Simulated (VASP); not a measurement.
Data:

```
CELL_PARAMETERS angstrom
      3.68501     0.00000     0.00000
      0.00000     3.68501     0.00000
      0.00000     0.00000     3.68501
ATOMIC_POSITIONS crystal
  Cu 0.00000 0.50000 0.50000
  Cu 0.50000 0.00000 0.50000
  Cu 0.50000 0.50000 0.00000
  As 0.00000 0.00000 0.00000
```

Calculation: PBEsol GGA, VASP's PBE PAW potentials (set 64) (plane waves; VASP 6.6.1). Run with 400 eV cut-off, 9×9×9 Γ-centred mesh, tetrahedra with Blöchl corrections, potentials Cu As.

**Question.** Tabulate the total density of states (states/eV per cell) against energy (eV; zero at the valence-band maximum or, without a gap, the Fermi level).

**Answer.** 
```
E (eV) | DOS (states/eV)
    -9.94 |  0.00
    -9.71 |  0.00
    -9.47 |  0.00
    -9.24 |  0.00
    -9.00 |  0.00
    -8.77 |  0.00
    -8.53 |  0.00
    -8.30 |  0.15
    -8.18 |  0.32
    -7.94 | # 0.49
    -7.71 | # 0.67
    -7.47 | # 0.93
    -7.24 | ## 1.45
    -7.00 | ## 1.78
    -6.77 | ## 1.40
    -6.53 | ## 1.24
    -6.30 | ## 1.46
    -6.06 | ## 1.88
    -5.83 | ## 1.70
    -5.59 | # 1.10
    -5.36 | # 1.14
    -5.12 | #### 3.13
    -4.88 | ######## 6.17
    -4.77 | ##### 3.96
    -4.53 | ####### 5.66
    -4.30 | #### 2.69
    -4.06 | ############## 11.1
    -3.83 | ######### 7.23
    -3.59 | ########## 7.33
    -3.36 | ############# 10.1
    -3.12 | ##### 3.96
    -2.89 | ###################### 16.6
    -2.65 | ############################## 23.0
    -2.42 | ############### 11.6
    -2.18 | ######### 6.53
    -1.95 | ### 2.14
    -1.71 | ## 1.61
    -1.59 | ### 2.51
    -1.36 | ##### 3.87
    -1.12 | ### 2.53
    -0.89 | ## 1.88
    -0.65 | ## 1.65
    -0.42 | ## 1.46
    -0.18 | ## 1.25
     0.06 | ## 1.25
     0.29 | # 1.03
     0.53 | # 0.93
     0.76 | # 0.69
     1.00 | # 0.74
     1.23 | # 0.84
     1.47 | # 0.89
     1.70 | # 0.98
     1.82 | # 1.08
     2.05 | # 0.92
     2.29 | # 0.78
     2.52 | # 0.91
     2.76 | # 1.07
     3.00 | ## 1.43
     3.23 | ## 1.57
     3.47 | ## 1.54
```
Within 2 eV below the Fermi level the largest weight inside VASP's projection spheres is Cu d.

The structure comes from a computed database's Cu3As entry (Pm-3m); how it stands against other phases isn't given here. It was relaxed first.
